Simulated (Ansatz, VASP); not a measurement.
**CrBr2 in two plane-wave programs**

Wanted: the spread between two codes on one cell, functional and k mesh. The structure shown is the start of the Ansatz relaxation below; VASP solves that cell, so the two are compared at the walk's first step.

Method: plane waves, with VASP 6.6.1 beside it; single point at LDA, in Ansatz 0.2.0.

**1. The structure**

The cell holds 3 atoms: 1 Cr and 2 Br. Cell: a = 3.696 Å, b = 3.696 Å, c = 30.018 Å, α = 90.0°, β = 90.0°, γ = 120.0°. Vacuum lies along c. The height across the vacuum is the one that the program set for its solve, not the one typed.

**2. Ansatz: relaxation, LDA**

Ansatz runs on its default PAW (the set named soft_2) files.

The two programs are compared at the cell with which this relaxation starts, whose forces are those of its first step.

Input file input.yaml:

```yaml
crystal:
  lattice:
    - [3.696, 0.0, 0.0]
    - [-1.848, 3.2008298924, 0.0]
    - [0.0, 0.0, 19.1087798249]
  atoms:
    - { symbol: Cr, position: [0.0, 0.0, 0.5] }
    - { symbol: Br, position: [0.3333333333, 0.6666666667, 0.5813442787] }
    - { symbol: Br, position: [0.6666666667, 0.3333333333, 0.4186557213] }
  periodic: [true, true, false]
kpoints:
  mp_grid: { grid: [6, 6, 1] }
hamiltonian:
  xc: lda
scf:
  occupations: { method: fermi_dirac, width: 0.02 }
relax:
  f_tol: 0.01
  max_steps: 80
  cell: {}
output:
  write_density: true
  write_potential: true
  elf: true
  volumetric_format: npy
```

Started as:

```
ansatz run input.yaml --threads 4 --pin off --max-ram 14745MiB --backend cpu --events-out ev --progress --plain --runs-dir out
```

Numbers of over 12 decimals in the logs are rounded to 6 here.

Log:

```text
Warning: crystal.periodic: the lattice vector that does not repeat stood 0.000° off the slab's normal, 19.109 Å along it as the deck builds it. The run solves the slab on a vector along the normal, 30.018 Å long, with every atom where it was (on the deck's vector they left 16.00 Å outside them, and the widest stretch free of ions among them is 1.55 Å). A fractional position that the run reports is one of the run's ce [...]
crystal.periodic: the lattice vector that does not repeat stood 0.000° off the slab's normal, 19.109 Å along it as the deck builds it. The run solves the slab on a vector along the normal, 30.018 Å long, with every atom where it was (on the deck's vector they left 16.00 Å outside them, and the widest stretch free of ions among them is 1.55 Å). A fractional position that the run reports is one of the run's cell, which [...]
Engine: ansatz 0.2.0, aarch64-unknown-linux-gnu
Pseudopotentials: kind: paw
Pseudopotential: Cr, paw, valence charge 14, recommended cutoff 420 eV (normal), Cr.paw.azcp
Pseudopotential: Br, paw, valence charge 7, recommended cutoff 420 eV (normal), Br.paw.azcp
Functional definition: SPW92
  exchange = slater_x
  correlation = pw_c
Crystal: 3 atoms, lattice volume = 355.116 Å³
Basis set: ecut = 420 eV, 6977 PW (Γ)
Bands: 18, of which v1, the nominal top of the filled ones, is band 14 counted from 1 (13 counted from 0)
Symmetry: 12 space group operations
Space group: P-3m1 (ITA 164), of the structure as read, at distance tolerance 7.1e-5 Å
k-points: 7 of 36
Non-local potential: Cr, projectors of the file, l = 0: 3, l = 1: 2, l = 2: 3, l = 3: 1
Non-local potential: Br, projectors of the file, l = 0: 2, l = 1: 2, l = 2: 2
PAW form: soft (Blöchl's): semilocal exchange-correlation on the pseudo side does not see the compensation charge
PAW frozen core: Cr, regenerated for the run's functional, and the local potential with it (the file was generated under x = pbe(κ = 0.804, μ = 0.219515), c = pbe(β = 0.066725))
PAW frozen core: Br, regenerated for the run's functional, and the local potential with it (the file was generated under x = pbe(κ = 0.804, μ = 0.219515), c = pbe(β = 0.066725))
PAW one-centre angular grid: Cr, 590 points (default); XC on 64 Gauss nodes
PAW one-centre angular grid: Br, 110 points (default); XC on 64 Gauss nodes
Initial density: superposition of atomic densities (neutral atoms: chi_scale 0, normalization atom), corrected by the library's trained network
Initial wavefunctions: pseudopotential atomic-orbital guess
Functional: x = slater, c = lda
SCF iter   1: F=—  HF=-8710.445996 eV  |F-HF|=—  |Δ(HF+E_count)|=         —  Δρ=2.79e-3  dr2=2.29e-2  ethr=1.77e-3  ⟨swp⟩=15.4  Hψ=1207  notcnv=0
preconditioner: auto → LDOS  [metal: Δε(μ)=0.037 eV  Ē_g=7.379 eV  σ=0.020 eV  W_gap=0.39  n_scr=16 (ndim 8)  ℏωp=8.8 eV  f_vac=0.767  D(μ)=13.82/eV (n_scr^D=126)  β→1.0]
[...]
SCF iter   2: F=—  HF=-8711.133248 eV  |F-HF|=—  |Δ(HF+E_count)|=   4.00e-5  Δρ=1.66e-4  dr2=6.77e-5  ethr=8.46e-7  ⟨swp⟩=2.3  Hψ=207  notcnv=0
SCF iter   3: F=—  HF=-8711.133252 eV  |F-HF|=—  |Δ(HF+E_count)|=   3.61e-6  Δρ=1.53e-4  dr2=4.44e-5  ethr=2.42e-7  ⟨swp⟩=2.9  Hψ=278  notcnv=0
SCF iter   4: F=—  HF=-8711.133244 eV  |F-HF|=—  |Δ(HF+E_count)|=   7.50e-6  Δρ=5.57e-5  dr2=9.30e-6  ethr=1.58e-7  ⟨swp⟩=1.9  Hψ=138  notcnv=0
SCF iter   5: F=—  HF=-8711.133323 eV  |F-HF|=—  |Δ(HF+E_count)|=   7.85e-5  Δρ=1.18e-5  dr2=6.41e-7  ethr=3.32e-8  ⟨swp⟩=2.9  Hψ=236  notcnv=0
SCF iter   6: F=—  HF=-8711.133324 eV  |F-HF|=—  |Δ(HF+E_count)|=   1.01e-6  Δρ=3.15e-6  dr2=4.09e-8  ethr=2.29e-9  ⟨swp⟩=3.1  Hψ=228  notcnv=0
SCF iter   7: F=-8711.133324 eV  HF=-8711.133324 eV  |F-HF|=4.47e-10  |Δ(HF+E_count)|=   4.90e-8  Δρ=6.44e-7  dr2=1.80e-9  ethr=5.81e-11  ⟨swp⟩=13.6  Hψ=1170  notcnv=0
SCF 6 converged in 7 iterations: F = -8711.133324 eV  dr2 = 1.80e-9
relax step   6: F+E_penalty+E_count = -8711.13332374 eV  Δ(F+E_penalty+E_count) = -3.136e-4 eV  max|allowed force component| = 2.790e-3 eV/Å  Δτ_max = 0.0049 Å  P = +0.002 N/m  Ω = 292.743 Å³  energy of the carried Pulay correction = +4.145e-3 eV  fix = [c, alpha, beta]  reactions: c +0.000 N/m  (7 SCF iters, dr2 threshold 1.63e-8 eV, accepted)
Initial wavefunctions: pseudopotential atomic-orbital guess (no wavefunctions were taken with the density)
iter 1 solved again at ethr=2.57e-7 eV; its pass at ethr=3.10e-3 eV (dr2=7.19e-5 eV) is discarded
SCF iter   1: F=—  HF=-8711.130589 eV  |F-HF|=—  |Δ(HF+E_count)|=         —  Δρ=1.01e-4  dr2=3.31e-6  ethr=2.57e-7  ⟨swp⟩=5.9  Hψ=1807  notcnv=0
preconditioner: auto → LDOS  [insulator: Δε(μ)=0.073 eV  Ē_g=8.366 eV  σ=0.020 eV  W_gap=0.70  n_scr=16 (ndim 8)  ℏωp=9.7 eV  f_vac=0.768  D(μ)=6.19/eV (n_scr^D=18)  ε∞_Penn≈2.3  β→1.0]
SCF iter   2: F=—  HF=-8711.130596 eV  |F-HF|=—  |Δ(HF+E_count)|=   6.57e-6  Δρ=4.42e-5  dr2=6.89e-6  ethr=1.18e-8  ⟨swp⟩=3.6  Hψ=282  notcnv=0
SCF iter   3: F=—  HF=-8711.130596 eV  |F-HF|=—  |Δ(HF+E_count)|=   1.36e-7  Δρ=1.70e-5  dr2=1.10e-6  ethr=1.18e-8  ⟨swp⟩=2.6  Hψ=193  notcnv=0
SCF iter   4: F=—  HF=-8711.130585 eV  |F-HF|=—  |Δ(HF+E_count)|=   1.14e-5  Δρ=2.16e-5  dr2=8.31e-7  ethr=3.93e-9  ⟨swp⟩=2.6  Hψ=231  notcnv=0
SCF iter   5: F=—  HF=-8711.130584 eV  |F-HF|=—  |Δ(HF+E_count)|=   2.98e-7  Δρ=5.15e-6  dr2=5.99e-8  ethr=2.97e-9  ⟨swp⟩=3.0  Hψ=199  notcnv=0
SCF iter   6: F=—  HF=-8711.130584 eV  |F-HF|=—  |Δ(HF+E_count)|=   1.17e-7  Δρ=4.28e-7  dr2=9.06e-10  ethr=2.14e-10  ⟨swp⟩=2.4  Hψ=196  notcnv=0
SCF iter   7: F=—  HF=-8711.130584 eV  |F-HF|=—  |Δ(HF+E_count)|=   2.53e-9  Δρ=1.15e-7  dr2=9.14e-11  ethr=3.24e-12  ⟨swp⟩=3.1  Hψ=274  notcnv=0
SCF iter   8: F=-8711.130584 eV  HF=-8711.130584 eV  |F-HF|=1.64e-11  |Δ(HF+E_count)|=  4.37e-11  Δρ=8.14e-8  dr2=1.60e-11  ethr=1.00e-12  ⟨swp⟩=11.6  Hψ=1013  notcnv=0
SCF 7 converged in 8 iterations: F = -8711.130584 eV  dr2 = 1.60e-11
relax step   7: F+E_penalty+E_count = -8711.13058438 eV  Δ(F+E_penalty+E_count) = +2.739e-3 eV  max|allowed force component| = 3.123e-3 eV/Å  Δτ_max = 0.0000 Å  P = -0.017 N/m  Ω = 292.743 Å³  fix = [c, alpha, beta]  reactions: c -0.000 N/m  stress off target by 1.72e-2 N/m on what of the cell is left free  SCF on the basis re-selected at this cell (its energy is not comparable with the rows above)  (8 SCF iters)
basis re-selected at this cell: Δ(F+E_penalty+E_count) = +2.739e-3 eV, ΔP = -0.019 N/m vs the last step (what re-selecting the basis moved, of the pressure what is left beyond the Pulay correction that the steps carried, after the strain that the cell walked since its last selection, with what the two solves' SCF thresholds leave and, on support functions, any second-order correction that the steps lacked; it is no measure of the basis error at this ecutwfc). The dense FFT grid was sized anew with the basis: this SCF ran on 24×24×216 points, the steps before it on 25×25×216, so part of this shift can come from that change (see relax.cell in the input reference). [rest of the remark cut]
WARN: The output density's exchange-correlation potential varies sharply where the density is thin. Do not read a vacuum level from v_tot or v_xc, or from such a field of the output density. On a cell that repeats whose density bears no net charge and no dipole along the vacuum's axis use v_es (v_loc + v_h of the components); under efield.dipole_correction with no amplitude use v_es + v_field, which holds any externa [...]
SCF converged after 8 iterations
Free energy (F): -8711.130584 eV
Harris-Foulkes:  -8711.130584 eV  (|F-HF|=1.64e-11)
Internal energy: -8711.121888 eV  (E = F + TS)
E sigma→0 (E₀):  -8711.126236 eV
Entropy (-TS):   -0.008696 eV (-2.899 meV/atom)
Fermi energy:    -4.100249 eV
--- Per-component energies (eV) ---
  E_band       = -648.633391
  E_kinetic    = 615.763310
  E_local      = -46917.250438  (includes V_loc(G=0)·N_el)
  E_nonlocal   = 230.499964
  E_hartree    = 23038.866263
  E_xc         = -661.512985
  E_vxc        = -388.106039  (∫ρ·V_xc dr)
  E_paw        = -5464.512687  (= ΣΔE_a)
  E_vpaw       = -267.273429  (= ΣTr[D̂ρ^β])
  E_aug_tail   = 0.000375  (compensation charges beyond the density's cutoff)
  E_ewald      = 20446.246163
  E_core_change = 0.778147  (= ΣΔE_core)
  E_smearing   = -0.008696  (= −TS)
  E_closure    = -0.000000  (closes the sum)
  Σ components = -8711.130584   (vs F -8711.130584, Δ=0.00e0)
--- Forces (eV/Å), atoms counted from 1 ---
  atom   1  Cr    -0.00000000    -0.00000000     0.00000000
  atom   2  Br     0.00000000     0.00000000     0.00312261
  atom   3  Br    -0.00000000    -0.00000000    -0.00312261
  max |Σ_I F_I| component: 4.63e-18 eV/Å
--- 2D stress c σ (N/m, compression-positive) ---
       -0.017216      -0.000000       0.000000
        0.000000      -0.017216       0.000000
        0.000000       0.000000      -0.000000
  P = ½ c Tr σ = -0.0172 N/m
--- Band table (eV; the first three rows and the last of 7) ---
  k-point 0: bands = [... 10 lower, -6.5354, -6.5354, -4.8931, -4.8931, -4.8764, -2.8359, -2.8359, -1.1783]
  k-point 1: bands = [... 10 lower, -8.0032, -7.1500, -5.0485, -4.4151, -4.4074, -3.4362, -2.9625, -0.4170]
  k-point 2: bands = [... 10 lower, -8.4627, -7.8048, -5.4435, -4.0739, -3.9831, -3.0169, -2.9084, 0.2370]
  k-point 6: bands = [... 10 lower, -9.0301, -9.0301, -4.3122, -4.1469, -4.1469, -3.0460, -3.0460, 1.0323]
  the weakly bound empty levels are not read free of the cell's end (no_gap_told)
--- Relaxed structure (6 steps of the walk, 6 accepted, 1 SCFs on fresh bases) ---
  F+E_penalty+E_count = -8711.13058438 eV   max|allowed force component| = 3.123e-3 eV/Å   (the final SCF, on the basis selected at the relaxed cell)
  cell:  # Å, volume = 292.7435 Å³
    - [3.355758, 0, 0]
    - [-1.677879, 2.906171, 0]
    - [0, 0, 30.017560]
  atoms:
    - { symbol: Cr, position: [0, 0, 0.318293] }
    - { symbol: Br, position: [0.333333, 0.666667, 0.368327] }
    - { symbol: Br, position: [0.666667, 0.333333, 0.268260] }
```

Reading the cycles: dr2 is the Hartree energy of the density residual (eV), the measure of convergence; HF is the Harris–Foulkes estimate of the energy, which meets the free energy F at convergence.

**3. VASP: single point, LDA, start cell**

The same cell, functional (in two slightly different forms), mesh and smearing now go to VASP, with its own data sets.

Lines of VASP's logs that name or quote its potential files are left out, and so is its time.

Input file INCAR:

```
SYSTEM = CrBr2
PREC = Accurate
ENCUT = 400
EDIFF = 1E-06
NELM = 120
ISMEAR = -1
SIGMA = 0.02
LREAL = .FALSE.
ALGO = Normal
GGA = CA
NBANDS = 19
LASPH = .TRUE.
LORBIT = 11
LWAVE = .FALSE.
LCHARG = .FALSE.
ISIF = 2
LDIPOL = .TRUE.
IDIPOL = 3
DIPOL = 0.5 0.5 0.318
LVHAR = .TRUE.
GGA_COMPAT = .FALSE.
NELMDL = -8
```

Input file POSCAR:

```
CrBr2
1.0
    3.6960000000      0.0000000000      0.0000000000
   -1.8480000000      3.2008300000      0.0000000000
    0.0000000000      0.0000000000     30.0175600000
Cr Br
1 2
Direct
    0.0000000000      0.0000000000      0.3182933590
    0.3333333854      0.6666667708      0.3700760488
    0.6666666146      0.3333332292      0.2665106691
```

Input file KPOINTS:

```
Automatic mesh
0
Gamma
6 6 1
0 0 0
```

The projector-augmented-wave data sets are Cr_pv and Br (LDA family, release 64).

Started as:

```
mpirun -np 1 vasp_std
```

Log:

```text
[banner, memory and clock lines left out]
running    1 mpi-ranks, on    1 nodes
 distrk:  each k-point on    1 cores,    1 groups
 distr:  one band on    1 cores,    1 groups

 POSCAR found type information on POSCAR CrBr
 POSCAR found :  2 types and       3 ions
 LDA part: xc-table for (Slater(with rela. corr.)+CA(PZ))
 , standard interpolation
 POSCAR, INCAR and KPOINTS ok, starting setup
 FFT: planning ... GRIDC
 FFT: planning ... GRID_SOFT
 FFT: planning ... GRID
 WAVECAR not read
 entering main loop
       N       E                     dE             d eps       ncg     rms          rms(c)
DAV:   1     0.143537052705E+03    0.14354E+03   -0.10359E+04   362   0.811E+02
DAV:   2    -0.579428166886E+00   -0.14412E+03   -0.14243E+03   370   0.213E+02
DAV:   3    -0.153314072708E+02   -0.14752E+02   -0.14626E+02   313   0.627E+01
DAV:   4    -0.157559833733E+02   -0.42458E+00   -0.42349E+00   344   0.117E+01
DAV:   5    -0.157670193353E+02   -0.11036E-01   -0.11034E-01   422   0.165E+00
DAV:   6    -0.157671886499E+02   -0.16931E-03   -0.16931E-03   363   0.169E-01
DAV:   7    -0.157671949754E+02   -0.63255E-05   -0.63253E-05   382   0.308E-02
DAV:   8    -0.157671955118E+02   -0.53641E-06   -0.53617E-06   307   0.579E-03    0.898E+00
DAV:   9    -0.154921239558E+02    0.27507E+00   -0.22348E+01   290   0.320E+01    0.839E+00
DAV:  10    -0.146897695933E+02    0.80235E+00   -0.99230E+00   301   0.249E+01    0.334E+00
DAV:  11    -0.146253508279E+02    0.64419E-01   -0.65526E-01   302   0.467E+00    0.128E+00
DAV:  12    -0.146116856929E+02    0.13665E-01   -0.11103E-01   329   0.157E+00    0.327E-01
DAV:  13    -0.146108623833E+02    0.82331E-03   -0.52624E-03   310   0.522E-01    0.172E-01
DAV:  14    -0.146105256061E+02    0.33678E-03   -0.16524E-03   344   0.292E-01    0.482E-02
[...]
DAV:  19    -0.146112343965E+02   -0.70932E-04   -0.94887E-06   304   0.151E-02    0.101E-02
DAV:  20    -0.146112648520E+02   -0.30456E-04   -0.69519E-07   216   0.401E-03    0.528E-03
DAV:  21    -0.146113337266E+02   -0.68875E-04   -0.65147E-06   267   0.103E-02    0.451E-03
DAV:  22    -0.146113465402E+02   -0.12814E-04   -0.33646E-07   230   0.325E-03    0.171E-03
DAV:  23    -0.146113563185E+02   -0.97783E-05   -0.44702E-07   223   0.198E-03    0.133E-03
DAV:  24    -0.146113596959E+02   -0.33774E-05   -0.19003E-07   203   0.239E-03    0.543E-04
DAV:  25    -0.146113629697E+02   -0.32739E-05   -0.12129E-07   175   0.146E-03    0.919E-04
DAV:  26    -0.146113639671E+02   -0.99735E-06   -0.33650E-08   184   0.812E-04
   1 F= -.14611364E+02 E0= -.14602840E+02  d E =-.170477E-01
```

Parts of OUTCAR (step 3):

```text
ion  position               nearest neighbor table
   1  0.000  0.000  0.318-   2 2.64   2 2.64   3 2.64   3 2.64   2 2.64   3 2.64
   2  0.333  0.667  0.370-   1 2.64   1 2.64   1 2.64
   3  0.667  0.333  0.267-   1 2.64   1 2.64   1 2.64

  LATTYP: Found a hexagonal cell.
 ALAT       =     3.6960000000
 C/A-ratio  =     8.1216341991

 Subroutine GETGRP returns: Found 12 space group operations
 (whereof  6 operations were pure point group operations)

The static configuration has the point symmetry C_3v.
 The point group associated with its full space group is D_3d.

 Found      7 irreducible k-points:

   k-points           NKPTS =      7   k-points in BZ     NKDIM =      7   number of bands    NBANDS=     19

   dimension x,y,z NGX =    24 NGY =   24 NGZ =  196
   dimension x,y,z NGXF=    48 NGYF=   48 NGZF=  392

   ENCUT  =  400.0 eV  29.40 Ry    5.42 a.u.   6.03  6.03 48.95*2*pi/ulx,y,z

   NELECT =      26.0000    total number of electrons

 k-points in reciprocal lattice and weights: Automatic mesh
   0.00000000  0.00000000  0.00000000       0.028
   0.16666667  0.00000000  0.00000000       0.167
   0.33333333  0.00000000  0.00000000       0.167
   0.50000000  0.00000000  0.00000000       0.083
   0.16666667  0.16666667  0.00000000       0.167
   0.33333333  0.16666667  0.00000000       0.333
   0.33333333  0.33333333  0.00000000       0.056

 dipolmoment           0.000000      0.000000      0.000006 electrons x Angstroem

 average (electrostatic) potential at core
       1 -80.1302       2 -75.7276       3 -75.7276

 E-fermi :  -2.8094

 k-point     1 :       0.0000    0.0000    0.0000
  band No.  band energies     occupation
    ...
     10      -5.4417      2.00000
     11      -5.4417      2.00000
     12      -3.2975      2.00000
     13      -3.2975      2.00000
     14      -3.1747      2.00000
     15      -1.9934      0.00000
     16      -1.9934      0.00000
     17      -0.2531      0.00000
     18       0.9606      0.00000
     19       1.5572      0.00000

 k-point     2 :       0.1667    0.0000    0.0000
  band No.  band energies     occupation
    ...
     10      -6.1714      2.00000
     11      -5.7871      2.00000
     12      -3.3599      2.00000
     13      -3.0432      1.99998
     14      -2.9375      1.99670
     15      -2.3298      0.00000
     16      -2.0615      0.00000
     17       0.6648      0.00000
     18       1.6368      0.00000
     19       2.1133      0.00000

 k-point     3 :       0.3333    0.0000    0.0000
  band No.  band energies     occupation
    ...
      9      -6.7447      2.00000
     10      -6.4966      2.00000
     11      -6.2815      2.00000
     12      -3.5725      2.00000
     13      -2.8165      1.17602
     14      -2.7174      0.01985
     15      -2.0926      0.00000
     16      -2.0171      0.00000
     17       1.3821      0.00000
     18       1.6622      0.00000
    ...

  Total       -5.6997456     -5.6997460     -4.5307735     -0.0000000      0.0000000      0.0000000
  in kB      -25.7155664    -25.7155681    -20.4415101     -0.0000000      0.0000000      0.0000000
  external PRESSURE =     -23.9575482 kB  Pullay stress =       0.0000000 kB

  energy-cutoff  :      400.00
  volume of cell :      355.12
      direct lattice vectors                 reciprocal lattice vectors
     3.696000000  0.000000000  0.000000000     0.270562771  0.156209483  0.000000000
    -1.848000000  3.200830000  0.000000000     0.000000000  0.312418966  0.000000000
     0.000000000  0.000000000 30.017560000     0.000000000  0.000000000  0.033313834

 POSITION                                       TOTAL-FORCE (eV/Angst)
 -----------------------------------------------------------------------------------
      0.00000      0.00000      9.55439        -0.000000      0.000000      0.000000
      0.00000      2.13389     11.10878        -0.000000     -0.000000     -1.411627
      1.84800      1.06694      8.00000         0.000000      0.000000      1.411627
 -----------------------------------------------------------------------------------
    total drift:                               -0.000000     -0.000000     -0.000486

  FREE ENERGIE OF THE ION-ELECTRON SYSTEM (eV)
  ---------------------------------------------------
  free  energy   TOTEN  =       -14.6113639671 eV

  energy  without entropy=      -14.5943162868  energy(sigma->0) =      -14.60284013

 vacuum level on the upper side and lower side of the slab         1.776         1.776

 total charge
# of ion       s       p       d       tot
------------------------------------------
    1        0.196   6.150   4.145  10.491
    2        1.611   3.182   0.031   4.825
    3        1.611   3.182   0.031   4.825
--------------------------------------------------
tot          3.419  12.515   4.207  20.141

[... 3 further parts left out ...]
```

**4. Comparison**

Known differences besides the potentials themselves: the two LDA forms differ slightly; Ansatz cuts the interaction across the vacuum, VASP repeats the sheet with a dipole correction; the data sets hold 28 valence electrons in Ansatz (on its default PAW (the set named soft_2) files) and 26 in VASP; the cutoff is 420 eV in Ansatz and 400 eV in VASP; VASP's log shows a relativistic correction to its local exchange, Ansatz's none. Total energies have different zeros and are not compared.

Forces (eV/Å; atoms numbered as in POSCAR):

```
atom        Ansatz x, y, z          VASP x, y, z
 Cr1   0.000, 0.000, 0.000   0.000, 0.000, 0.000
 Br2  0.000, 0.000, -1.423  0.000, 0.000, -1.412
 Br3   0.000, 0.000, 1.423   0.000, 0.000, 1.412
```

The forces differ by 5.3 meV/Å r.m.s., which is 0.8 % of the r.m.s. force of 0.665 eV/Å (both taken over all components). With vacuum in the cell, a pressure given here is an average over mostly empty space and none of the material.

**5. What came out**

```
r.m.s. force difference (single point, LDA, start cell) : 0.80 % of the r.m.s. force
```

What this shows: The r.m.s. force difference is 0.80 % of the r.m.s. force (single point, LDA, start cell), within the 3 % picked in this series as the mark of a large difference. The data sets hold unlike numbers of valence electrons (28 in Ansatz and 26 in VASP), so part of the differences comes from the potentials. 1 further run of this series is not shown here. Such differences can come from data sets, numerical settings and the points named under the comparisons, not from the functional's error against experiment.

[Lines on the potential files, build, host, timing and source positions are cut from VASP's logs without a mark.]

[Logs are printed without paths, hosts, clocks, repeated set-up lines and the standing remarks that a program may print on its own settings, such as how far it seeks lower states.]

[Hosts, paths, dates, database ids (printed as entryN), source tags and the programs' standing remarks are cut or masked in the printed files.]
